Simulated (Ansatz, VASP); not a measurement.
# Cross-check of NiO between VASP and Ansatz, part 2 of 3

Wanted: the spread between two codes on one cell, functional and k mesh. The cell is taken from a series of runs on this material, whose earlier steps may have relaxed, scaled, displaced or heated it; both programs get it as it stands.

VASP 6.6.1 and Ansatz 0.2.0.

So far: Starting point; Ansatz: single point, PBE, DFT+U, pair 1.

## Step 3: VASP: single point, PBE, DFT+U, pair 1

Level of this step: PBE, DFT+U (Ni d 6 eV), spin-polarised from a ferromagnetic start; plane waves and PAW (Ni, O) (VASP).

The same cell, functional, mesh and smearing now go to VASP, with its own data sets.

Lines of VASP's logs that name or quote its potential files are left out, and so is its time.

File INCAR:

```
SYSTEM = NiO
PREC = Accurate
ENCUT = 520
EDIFF = 1E-06
NELM = 200
ISMEAR = -1
SIGMA = 0.05
LREAL = .FALSE.
ALGO = Normal
GGA = PE
NBANDS = 37
ISPIN = 2
MAGMOM = 1.72 1.72 1.72 0.21 0.21 0.21
LDAU = .TRUE.
LDAUTYPE = 2
LDAUL = 2 -1
LDAUU = 6 0
LDAUJ = 0 0
LDAUPRINT = 1
LASPH = .TRUE.
LMAXMIX = 4
LORBIT = 11
LWAVE = .FALSE.
LCHARG = .FALSE.
ISIF = 2
GGA_COMPAT = .FALSE.
KPAR = 2
```

File POSCAR:

```
NiO
1.0
    0.0000000000      2.0859016410      2.0859016410
   -2.0859016410      0.0000000000     -2.0859016410
   -4.1718032820     -4.1718032820      4.1718032820
Ni O
3 3
Direct
    1.0000000000      0.0000000000      1.0000000000
    0.3333333333      0.6666666667      0.6666666667
    0.6666666667      0.3333333333      0.3333333333
    0.6666666667      0.3333333333      0.8333333333
    1.0000000000      0.0000000000      0.5000000000
    0.3333333333      0.6666666667      0.1666666667
```

File KPOINTS:

```
Automatic mesh
0
Gamma
10 10 4
0 0 0
```

PAW data sets: Ni and O (PBE family, release 64).

Run with:

```
$ mpirun -np 2 vasp_std
```

Numbers of over 12 decimals in the logs are rounded to 6 here.

The log of the run:

```text
[banner, memory and clock lines left out]
running    2 mpi-ranks, on    1 nodes
 distrk:  each k-point on    1 cores,    2 groups
 distr:  one band on    1 cores,    1 groups

 POSCAR found type information on POSCAR NiO
 POSCAR found :  2 types and       6 ions
 LDA part: xc-table for (Slater+PW92), standard interpolation
 POSCAR, INCAR and KPOINTS ok, starting setup
 FFT: planning ... GRIDC
 FFT: planning ... GRID_SOFT
 FFT: planning ... GRID
 WAVECAR not read
 entering main loop
       N       E                     dE             d eps       ncg     rms          rms(c)
DAV:   1     0.458242841527E+03    0.45824E+03   -0.21998E+04  7528   0.173E+03
DAV:   2     0.317165606174E+02   -0.42653E+03   -0.38661E+03  7511   0.400E+02
DAV:   3    -0.274252415279E+02   -0.59142E+02   -0.56083E+02  8160   0.157E+02
DAV:   4    -0.291991387866E+02   -0.17739E+01   -0.17630E+01  8154   0.289E+01
DAV:   5    -0.292265488855E+02   -0.27410E-01   -0.27403E-01  9512   0.330E+00    0.276E+01
DAV:   6    -0.288993531505E+02    0.32720E+00   -0.48112E+01 10256   0.102E+02    0.315E+01
DAV:   7    -0.295387330532E+02   -0.63938E+00   -0.61686E+00  8416   0.300E+01    0.177E+01
DAV:   8    -0.301815849081E+02   -0.64285E+00   -0.11200E+00 10444   0.998E+00    0.117E+01
DAV:   9    -0.305352456042E+02   -0.35366E+00   -0.23199E-01  9242   0.111E+01    0.159E+00
DAV:  10    -0.305604483248E+02   -0.25203E-01   -0.15527E-01 10656   0.359E+00    0.704E-01
DAV:  11    -0.305621922608E+02   -0.17439E-02   -0.25241E-02  8248   0.213E+00    0.294E-01
DAV:  12    -0.305632800148E+02   -0.10878E-02   -0.28316E-03 11088   0.757E-01    0.141E-01
DAV:  13    -0.305635710846E+02   -0.29107E-03   -0.87383E-04  9369   0.271E-01    0.401E-02
DAV:  14    -0.305635870868E+02   -0.16002E-04   -0.62749E-05 10649   0.665E-02    0.152E-02
DAV:  15    -0.305635887069E+02   -0.16202E-05   -0.78483E-06  7952   0.241E-02    0.758E-03
DAV:  16    -0.305635886829E+02    0.24033E-07   -0.10069E-06  4642   0.921E-03
   1 F= -.30563589E+02 E0= -.30563589E+02  d E =-.108094E-09  mag=     6.0000
```

OUTCAR, selected parts (step 3):

```text
ion  position               nearest neighbor table
   1  0.000  0.000  0.000-   4 2.09   6 2.09   4 2.09   6 2.09   4 2.09   6 2.09   2 2.95   3 2.95
                             3 2.95   2 2.95   2 2.95   3 2.95
   2  0.333  0.667  0.667-   4 2.09   4 2.09   5 2.09   4 2.09   5 2.09   5 2.09   1 2.95   1 2.95
                             1 2.95   3 2.95   3 2.95   3 2.95
   3  0.667  0.333  0.333-   6 2.09   6 2.09   6 2.09   5 2.09   5 2.09   5 2.09   1 2.95   1 2.95
                             1 2.95   2 2.95   2 2.95   2 2.95
   4  0.667  0.333  0.833-   2 2.09   2 2.09   2 2.09   1 2.09   1 2.09   1 2.09
   5  0.000  0.000  0.500-   2 2.09   3 2.09   3 2.09   2 2.09   3 2.09   2 2.09
   6  0.333  0.667  0.167-   3 2.09   3 2.09   3 2.09   1 2.09   1 2.09   1 2.09

  LATTYP: Found a hexagonal cell.
 ALAT       =     2.9499103905
 C/A-ratio  =     2.4494897428

 Subroutine GETGRP returns: Found 12 space group operations
 (whereof 12 operations were pure point group operations)

The static configuration has the point symmetry D_3d.

 Found     50 irreducible k-points:

   k-points           NKPTS =     50   k-points in BZ     NKDIM =     50   number of bands    NBANDS=     37

   dimension x,y,z NGX =    24 NGY =   24 NGZ =   54
   dimension x,y,z NGXF=    48 NGYF=   48 NGZF=  108

   ENCUT  =  520.0 eV  38.22 Ry    6.18 a.u.   5.48  5.48 13.44*2*pi/ulx,y,z

   NELECT =      48.0000    total number of electrons

 k-points in reciprocal lattice and weights: Automatic mesh
   0.00000000  0.00000000  0.00000000       0.003
   0.10000000  0.00000000  0.00000000       0.015
   0.20000000  0.00000000  0.00000000       0.015
   0.30000000  0.00000000  0.00000000       0.015
   0.40000000  0.00000000  0.00000000       0.015
   0.50000000  0.00000000  0.00000000       0.007
   0.10000000  0.10000000  0.00000000       0.015
   0.20000000  0.10000000 -0.00000000       0.030
   0.30000000  0.10000000 -0.00000000       0.030
[...]
0.40000000  0.20000000  0.50000000       0.015
   0.30000000  0.30000000  0.50000000       0.015

atom =   1  type =  1  l = 2

 onsite density matrix

spin component  1

  0.9833  0.0000 -0.0000  0.0000  0.0000
  0.0000  0.9833 -0.0000 -0.0000  0.0000
 -0.0000 -0.0000  1.0376 -0.0000  0.0000
  0.0000 -0.0000 -0.0000  0.9833 -0.0000
  0.0000  0.0000  0.0000 -0.0000  1.0376

spin component  2

  0.9818  0.0000 -0.0000  0.0000 -0.0000
  0.0000  0.9818 -0.0000 -0.0000  0.0000
 -0.0000 -0.0000  0.1423 -0.0000  0.0000
  0.0000 -0.0000 -0.0000  0.9818 -0.0000
 -0.0000  0.0000  0.0000 -0.0000  0.1423

 occupancies and eigenvectors

  o =  0.1423  v =  0.0000  0.0000  0.0000  0.0000  0.0000 -0.0000 -0.0000 -0.9993 -0.0000  0.0386      0.0000  0.0000  0.0000  0.0000  0.0000  0.0000  0.0000  0.0000  0.0000  0.0000
  o =  0.1423  v =  0.0000  0.0000  0.0000  0.0000  0.0000  0.0000 -0.0000  0.0386  0.0000  0.9993      0.0000  0.0000  0.0000  0.0000  0.0000  0.0000  0.0000  0.0000  0.0000  0.0000
[...]
o =  0.1423  v =  0.0000  0.0000  0.0000  0.0000  0.0000  0.0000  0.0000  0.0033 -0.0000 -1.0000      0.0000  0.0000  0.0000  0.0000  0.0000  0.0000  0.0000  0.0000  0.0000  0.0000
  o =  0.9818  v =  0.0000  0.0000  0.0000  0.0000  0.0000  0.5774 -0.5774  0.0000 -0.5774  0.0000      0.0000  0.0000  0.0000  0.0000  0.0000  0.0000  0.0000  0.0000  0.0000  0.0000
  o =  0.9818  v =  0.0000  0.0000  0.0000  0.0000  0.0000 -0.8165 -0.4007  0.0000 -0.4158  0.0000      0.0000  0.0000  0.0000  0.0000  0.0000  0.0000  0.0000  0.0000  0.0000  0.0000
  o =  0.9818  v =  0.0000  0.0000  0.0000  0.0000  0.0000  0.0087  0.7114 -0.0000 -0.7027  0.0000      0.0000  0.0000  0.0000  0.0000  0.0000  0.0000  0.0000  0.0000  0.0000  0.0000
  o =  0.9833  v = -0.5774  0.5774 -0.0000  0.5774  0.0000  0.0000  0.0000  0.0000  0.0000  0.0000      0.0000  0.0000  0.0000  0.0000  0.0000  0.0000  0.0000  0.0000  0.0000  0.0000
  o =  0.9833  v =  0.8165  0.4082  0.0001  0.4082  0.0000  0.0000  0.0000  0.0000  0.0000  0.0000      0.0000  0.0000  0.0000  0.0000  0.0000  0.0000  0.0000  0.0000  0.0000  0.0000
  o =  0.9833  v =  0.0000  0.7071  0.0000 -0.7071 -0.0001  0.0000  0.0000  0.0000  0.0000  0.0000      0.0000  0.0000  0.0000  0.0000  0.0000  0.0000  0.0000  0.0000  0.0000  0.0000
  o =  1.0376  v =  0.0000 -0.0001  0.0000  0.0001 -1.0000  0.0000  0.0000  0.0000  0.0000  0.0000      0.0000  0.0000  0.0000  0.0000  0.0000  0.0000  0.0000  0.0000  0.0000  0.0000
  o =  1.0376  v =  0.0001  0.0000 -1.0000  0.0000 -0.0000  0.0000  0.0000  0.0000  0.0000  0.0000      0.0000  0.0000  0.0000  0.0000  0.0000  0.0000  0.0000  0.0000  0.0000  0.0000

 average (electrostatic) potential at core
       1 -84.3809       2 -84.3809       3 -84.3809       4 -67.4482       5 -67.4482
       6 -67.4482

 E-fermi :   7.8996

 spin component 1
 k-point     1 :       0.0000    0.0000    0.0000
  band No.  band energies     occupation
    ...
     23       5.4144      1.00000
     24       6.5750      1.00000
     25       6.5750      1.00000
     26       6.5750      1.00000
     27       6.5750      1.00000
     28       9.6214      0.00000
     29      13.2098      0.00000
     30      13.2098      0.00000
     31      18.5738      0.00000
     32      18.5738      0.00000
    ...

 k-point     2 :       0.1000    0.0000    0.0000
  band No.  band energies     occupation
    ...
     23       5.5871      1.00000
     24       5.9088      1.00000
     25       6.1707      1.00000
     26       6.4355      1.00000
     27       6.7687      1.00000
     28      10.2878      0.00000
     29      13.6619      0.00000
     30      13.6633      0.00000
     31      18.5235      0.00000
     32      18.5530      0.00000
    ...

 k-point     3 :       0.2000    0.0000    0.0000
  band No.  band energies     occupation
    ...
     23       5.5955      1.00000
     24       5.6638      1.00000
     25       5.6790      1.00000
     26       5.9573      1.00000
     27       6.7722      1.00000
     28      11.6416      0.00000
     29      14.4997      0.00000
     30      14.6363      0.00000
     31      18.3813      0.00000
     32      18.5928      0.00000
    ...

 k-point     4 :       0.3000    0.0000    0.0000
  band No.  band energies     occupation
    ...
     23       4.7554      1.00000
     24       4.9378      1.00000
     25       5.8915      1.00000
     26       6.2502      1.00000
     27       6.6473      1.00000
     28      13.0159      0.00000
     29      14.7076      0.00000
     30      15.4276      0.00000
     31      18.1023      0.00000
     32      18.3874      0.00000
    ...

 k-point     5 :       0.4000    0.0000    0.0000
  band No.  band energies     occupation
    ...
     23       4.3303      1.00000
     24       5.2617      1.00000
     25       6.0872      1.00000
     26       6.2469      1.00000
     27       6.4637      1.00000
     28      14.1168      0.00000
     29      14.2304      0.00000
     30      15.4560      0.00000
     31      17.4942      0.00000
     32      18.2763      0.00000
    ...

 k-point     6 :       0.5000    0.0000    0.0000
  band No.  band energies     occupation
    ...
     23       4.0366      1.00000
     24       5.8722      1.00000
     25       5.8722      1.00000
     26       6.2723      1.00000
     27       6.2723      1.00000
     28      13.9552      0.00000
     29      14.9031      0.00000
     30      14.9031      0.00000
     31      17.6669      0.00000
     32      17.6669      0.00000
    ...

  Total        1.2696814      1.2696814      1.2696814      0.0002981     -0.0002981     -0.0002981
  in kB       37.3570546     37.3570546     37.3570546      0.0087710     -0.0087710     -0.0087710
  external PRESSURE =      37.3570546 kB  Pullay stress =       0.0000000 kB

  energy-cutoff  :      520.00
  volume of cell :       54.45
      direct lattice vectors                 reciprocal lattice vectors
     0.000000000  2.085901641  2.085901641    -0.159802997  0.319605994  0.159802997
    -2.085901641  0.000000000 -2.085901641    -0.319605994  0.159802997 -0.159802997
    -4.171803282 -4.171803282  4.171803282    -0.079901498 -0.079901498  0.079901498

 POSITION                                       TOTAL-FORCE (eV/Angst)
 -----------------------------------------------------------------------------------
      0.00000      0.00000      0.00000        -0.000000      0.000000      0.000000
     -4.17180     -2.08590      2.08590        -0.000000      0.000000      0.000000
     -2.08590      0.00000      2.08590        -0.000000      0.000000      0.000000
     -4.17180     -2.08590      4.17180        -0.000000      0.000000     -0.000000
     -2.08590     -2.08590      2.08590        -0.000000     -0.000000     -0.000000
     -2.08590     -0.00000      0.00000         0.000000     -0.000000      0.000000
 -----------------------------------------------------------------------------------
    total drift:                               -0.000000      0.000000     -0.000000

  FREE ENERGIE OF THE ION-ELECTRON SYSTEM (eV)
  ---------------------------------------------------
  free  energy   TOTEN  =       -30.5635886829 eV

  energy  without entropy=      -30.5635886828  energy(sigma->0) =      -30.56358868

 total charge
# of ion       s       p       d       tot
------------------------------------------
    1        0.345   0.428   8.227   9.001
    2        0.345   0.428   8.227   9.001
    3        0.345   0.428   8.227   9.001
    4        1.547   3.486   0.000   5.033
    5        1.547   3.486   0.000   5.033
    6        1.547   3.486   0.000   5.033
--------------------------------------------------
tot          5.678  11.742  24.681  42.101

 magnetization (x)
# of ion       s       p       d       tot
------------------------------------------
    1        0.012   0.013   1.792   1.817
    2        0.012   0.013   1.792   1.817
    3        0.012   0.013   1.792   1.817
    4        0.018   0.158   0.000   0.177
    5        0.018   0.158   0.000   0.177
    6        0.018   0.158   0.000   0.177
--------------------------------------------------
tot          0.089   0.516   5.376   5.980

[... 6 further parts left out ...]
```

The run ends at a pressure of 3.74 GPa.

## Step 4: Comparison

Known differences besides the potentials themselves: VASP starts from the moments at which Ansatz ended; U acts on the PAW sphere in VASP and on atomic orbitals in Ansatz, so only states and trends compare; the data sets hold 72 valence electrons in Ansatz (on its default PAW (the set named soft_2) files) and 48 in VASP; the cutoff is 420 eV in Ansatz and 520 eV in VASP; site moments are counted in spheres of each program's own size. Total energies have different zeros and are not compared.

The two programs side by side:

| quantity | Ansatz | VASP | difference |
| --- | --- | --- | --- |
| gap on the k mesh (eV) | 2.007 | 2.408 | -0.401 |
| total moment (μB) | 6.00 | 6.00 | 0.00 |
| moment on Ni1 (μB) | 1.72 | 1.82 | -0.10 |
| moment on Ni2 (μB) | 1.72 | 1.82 | -0.10 |
| moment on Ni3 (μB) | 1.72 | 1.82 | -0.10 |
| moment on O4 (μB) | 0.21 | 0.18 | +0.03 |
| moment on O5 (μB) | 0.21 | 0.18 | +0.03 |
| moment on O6 (μB) | 0.21 | 0.18 | +0.03 |

A gap on the mesh is an upper bound, since the band edges may lie between its points.

## Step 5: Other set-ups

Further runs change the set-up of one program: Ansatz's method, potentials or start, or VASP's data sets, cutoff or form of LDA. The table gives Ansatz less VASP for each quantity, since a change that brings one quantity closer may part another.

| run | gap on the k mesh (eV) | total moment (μB) |
| --- | --- | --- |
| as above | -0.40 | 0 |
| VASP with the data sets Ni_sv_GW and O | -0.32 | 0 |

## Step 6: Ansatz: single point, PBE, DFT+U, pair 2

A single point gives forces, pressure and levels at one fixed geometry, so differences don't come from the geometry; what else differs is listed under the comparison.

The cell is taken from a series of runs on this material, whose earlier steps may have relaxed, scaled, displaced or heated it; both programs get it as it stands.

File input.yaml:

```yaml
crystal:
  lattice:
    - [0.0, 2.085901641, 2.085901641]
    - [-2.085901641, 0.0, -2.085901641]
    - [-4.171803282, -4.171803282, 4.171803282]
  atoms:
    - { symbol: Ni, position: [0.0, 0.0, 0.0], spin: 2.0 }
    - { symbol: Ni, position: [0.333333333, 0.666666667, 0.666666667], spin: 2.0 }
    - { symbol: Ni, position: [0.666666667, 0.333333333, 0.333333333], spin: 2.0 }
    - { symbol: O, position: [0.666666667, 0.333333333, 0.833333333] }
    - { symbol: O, position: [0.0, 0.0, 0.5] }
    - { symbol: O, position: [0.333333333, 0.666666667, 0.166666667] }
magnetization:
  spin_polarized: true
kpoints:
  mp_grid: { grid: [10, 10, 4] }
hamiltonian:
  xc: pbe
  hubbard:
    sites:
      - { species: Ni, l: d, u_eff: 5.94 }
      - { site: 0, l: d, u_eff: 5.94, starting_ns: [{ spin: up, occupation_matrix: ni1_major }, { spin: down, occupation_matrix: ni1_minor }] }
      - { site: 1, l: d, u_eff: 5.94, starting_ns: [{ spin: up, occupation_matrix: ni1_major }, { spin: down, occupation_matrix: ni1_minor }] }
      - { site: 2, l: d, u_eff: 5.94, starting_ns: [{ spin: up, occupation_matrix: ni1_major }, { spin: down, occupation_matrix: ni1_minor }] }
    projectors: ortho-atomic
    occupation_matrices:
      ni1_major:
        matrix:
          - [0.998, 0.0, 0.0, 0.0, 0.0]
          - [0.0, 0.999, 0.0, 0.0, 0.0]
          - [0.0, 0.0, 0.999, 0.0, 0.0]
          - [0.0, 0.0, 0.0, 0.998, 0.0]
          - [0.0, 0.0, 0.0, 0.0, 0.999]
      ni1_minor:
        matrix:
          - [0.147, 0.0, 0.0, 0.0, 0.0]
          - [0.0, 0.997, 0.0, 0.0, 0.0]
          - [0.0, 0.0, 0.997, 0.0, 0.0]
          - [0.0, 0.0, 0.0, 0.147, 0.0]
          - [0.0, 0.0, 0.0, 0.0, 0.997]
scf:
  occupations: { method: fermi_dirac, width: 0.05 }
output:
  eigenvalues: true
```

Run with:

```
$ ansatz run input.yaml --threads 4 --pin off --max-ram 8192MiB --backend cpu --events-out ev --progress --plain --runs-dir out
```

The log of the run:

```text
[...]
Crystal: 6 atoms, lattice volume = 54.454 Å³
Basis set: ecut = 420 eV, 1057 PW (Γ)
Bands: 47, of which v1, the nominal top of the filled ones, is band 36 counted from 1 (35 counted from 0)
Symmetry: 36 space group operations
[...]
k-points: 50 of 400
[...]
Starting moments: Σ|m| = 6 μB on 3 of 6 sites
[...]
k-point 1 ↑: bands = [... 32 lower, 11.6044, 12.1847, 12.1847, 13.0508, 13.0508, 13.7886, 13.7886, 16.6572, ... 7 higher]
  k-point 2 ↑: bands = [... 32 lower, 10.8929, 12.5750, 12.5750, 12.5750, 12.5750, 13.8973, 13.8973, 17.7853, ... 7 higher]
  k-point 49 ↓: bands = [... 32 lower, 11.4597, 16.7076, 16.9251, 16.9251, 17.2562, 17.5518, 17.5518, 23.2248, ... 7 higher]
Occupation matrices written to <dir>
[key lines of the parts left out:]
SCF converged after 12 iterations
Magnetization: 6.0000 μB (39.0000 up, 33.0000 down)
Free energy (F): -19213.975850 eV
Fermi energy:    14.918268 eV
```

## Step 7: VASP: single point, PBE, DFT+U, pair 2

The same cell, functional, mesh and smearing now go to VASP, with its own data sets.

Edit INCAR of step 3 so:

```diff
@@ -16,3 +16,3 @@
 LDAUL = 2 -1
-LDAUU = 6 0
+LDAUU = 5.94 0
 LDAUJ = 0 0
```

POSCAR is that of step 3.

KPOINTS is that of step 3.

Run with:

```
$ mpirun -np 2 vasp_std
```

The log of the run:

```text
[... set-up lines as in an earlier step ...]
 entering main loop
       N       E                     dE             d eps       ncg     rms          rms(c)
DAV:   1     0.458211968523E+03    0.45821E+03   -0.21994E+04  7528   0.173E+03
DAV:   2     0.315762860357E+02   -0.42664E+03   -0.38671E+03  7511   0.400E+02
DAV:   3    -0.275394063753E+02   -0.59116E+02   -0.56047E+02  8160   0.157E+02
DAV:   4    -0.293121118640E+02   -0.17727E+01   -0.17618E+01  8159   0.289E+01
[...]
DAV:  14    -0.305879513028E+02   -0.16090E-04   -0.61245E-05 10692   0.668E-02    0.150E-02
DAV:  15    -0.305879528813E+02   -0.15786E-05   -0.80247E-06  7977   0.244E-02    0.750E-03
DAV:  16    -0.305879528592E+02    0.22109E-07   -0.10310E-06  4651   0.917E-03
   1 F= -.30587953E+02 E0= -.30587953E+02  d E =-.104126E-09  mag=     6.0000
```

Parts of OUTCAR (step 7):

```text
  Total        1.2937246      1.2937246      1.2937246      0.0002994     -0.0002994     -0.0002994
  in kB       38.0644615     38.0644615     38.0644615      0.0088092     -0.0088092     -0.0088092
  external PRESSURE =      38.0644615 kB  Pullay stress =       0.0000000 kB

 POSITION                                       TOTAL-FORCE (eV/Angst)
 -----------------------------------------------------------------------------------
      0.00000      0.00000      0.00000         0.000000      0.000000      0.000000
     -4.17180     -2.08590      2.08590         0.000000      0.000000      0.000000
     -2.08590      0.00000      2.08590         0.000000      0.000000      0.000000
     -4.17180     -2.08590      4.17180        -0.000000     -0.000000     -0.000000
     -2.08590     -2.08590      2.08590        -0.000000     -0.000000      0.000000
     -2.08590     -0.00000      0.00000         0.000000      0.000000     -0.000000
 -----------------------------------------------------------------------------------
    total drift:                               -0.000000      0.000000     -0.000000

  FREE ENERGIE OF THE ION-ELECTRON SYSTEM (eV)
  ---------------------------------------------------
  free  energy   TOTEN  =       -30.5879528592 eV

  energy  without entropy=      -30.5879528591  energy(sigma->0) =      -30.58795286

 magnetization (x)
# of ion       s       p       d       tot
------------------------------------------
    1        0.012   0.013   1.790   1.815
    2        0.012   0.013   1.790   1.815
    3        0.012   0.013   1.790   1.815
    4        0.018   0.160   0.000   0.178
    5        0.018   0.160   0.000   0.178
    6        0.018   0.160   0.000   0.178
--------------------------------------------------
tot          0.089   0.520   5.370   5.979

[... 2 parts as in an earlier step ...]

[... 1 further part left out ...]
[key lines of the parts left out:]
E-fermi :   7.9110
```

The run ends at a pressure of 3.81 GPa.

(Continued in part 3 of 3.)

[Lines on the potential files, build, host, timing and source positions are cut from VASP's logs without a mark.]

[Logs are printed without paths, hosts, clocks, repeated set-up lines and the standing remarks that a program may print on its own settings, such as how far it seeks lower states.]

[Hosts, paths, dates, database ids (printed as entryN), source tags and the programs' standing remarks are cut or masked in the printed files.]
